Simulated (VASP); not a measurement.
Method: RPBE GGA, VASP's PBE PAW potentials (set 64) (plane waves; VASP 6.6.1). For the first row: Run with 520 eV cut-off, 10×10×10 Γ-centred mesh, first-order Methfessel-Paxton smearing of 0.10 eV, potentials Si Ni.

```tsv
system	energy (eV/atom)
NiSi2 (fluorite)	-5.4047
Si (diamond)	-5.1610
Ni (fcc)	-4.9542
```

The references are the elements' solids at the same level; no temperature or zero-point terms are added.

### Question
What is the formation energy per atom of NiSi2?

### Answer
The references average (2×(-5.1610) + 1×(-4.9542))/3 = -5.0921 eV, so the formation energy is -5.4047 − (-5.0921) = -0.313 eV/atom.
